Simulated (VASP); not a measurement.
These are r2SCAN meta-GGA, VASP's PBE PAW potentials (set 64) (plane waves; VASP) values and carry that method's errors.

A VASP calculation is set up with these files.

**INCAR**
```
SYSTEM=TaGe2
PREC=Accurate; ENCUT=400; LREAL=.FALSE.
LASPH=.TRUE.
EDIFF=1E-6; NELM=100; ALGO=Normal
LMAXMIX=6; LMIXTAU=.TRUE.
ISMEAR=1; SIGMA=0.1
METAGGA=R2SCAN
IBRION=2; NSW=60; ISIF=3
EDIFFG=-0.02
LWAVE=.FALSE.; LCHARG=.FALSE.
```

KPOINTS:
```
Automatic mesh
0
gamma
7 7 4
```

### POSCAR
```
TaGe2
1
    4.9548383456     0.0000000000    -0.0000000000
   -2.4774191728     4.2910153857     0.0000000000
    0.0000000000    -0.0000000000     6.6982077963
Ta Ge
3 6
Direct
  0.5000000000   0.0000000000   0.5000000000
  0.5000000000   0.5000000000   0.8333330000
  0.0000000000   0.5000000000   0.1666670000
  0.1639233215   0.3278466430   0.5000000000
  0.8360766785   0.1639233215   0.8333330000
  0.6721533570   0.8360766785   0.1666670000
  0.8360766785   0.6721533570   0.5000000000
  0.1639233215   0.8360766785   0.8333330000
  0.3278466430   0.1639233215   0.1666670000
```

POTCAR, in this order: Ta_pv Ge_d (PBE.64 set). Program: vasp_std.

Unless said otherwise, spin-orbit coupling is left out, though it shifts the bands of the heavy elements here.

What does the run give for the energy per atom (σ→0), volume per atom, band gap (on the k-mesh)?

```json
{
  "energy per atom (σ→0)": "-25.634 eV/atom",
  "band gap (on the k-mesh)": "none (metal, semimetal or under 0.01 eV)",
  "volume_per_atom": "16.01 Å^3/atom"
}
```

### OSZICAR
```
...
DAV:   2    -0.230708668651E+03    0.18241E-02   -0.49873E-03  4140   0.832E-01    0.182E-01
DAV:   3    -0.230707836099E+03    0.83255E-03   -0.16822E-03  4324   0.416E-01    0.457E-02
DAV:   4    -0.230707887959E+03   -0.51860E-04   -0.65565E-04  3876   0.212E-01    0.221E-02
DAV:   5    -0.230707899833E+03   -0.11874E-04   -0.81226E-05  3880   0.594E-02    0.120E-02
DAV:   6    -0.230707907802E+03   -0.79694E-05   -0.11773E-05  3272   0.217E-02    0.409E-03
DAV:   7    -0.230707906119E+03    0.16831E-05   -0.27565E-06  2482   0.141E-02    0.149E-03
DAV:   8    -0.230707906338E+03   -0.21913E-06   -0.78339E-07  2024   0.747E-03
   4 F= -.23070791E+03 E0= -.23070645E+03  d E =-.181628E-03
```

The structure comes from a computed database's TaGe2 entry (P6_222); how it stands against other phases isn't given here. This run relaxes it. Symmetry was kept, so distortions that lower it aren't found. The start is the result of an earlier pass. The electron count is odd and the run is not spin-polarised, which forces a metal.
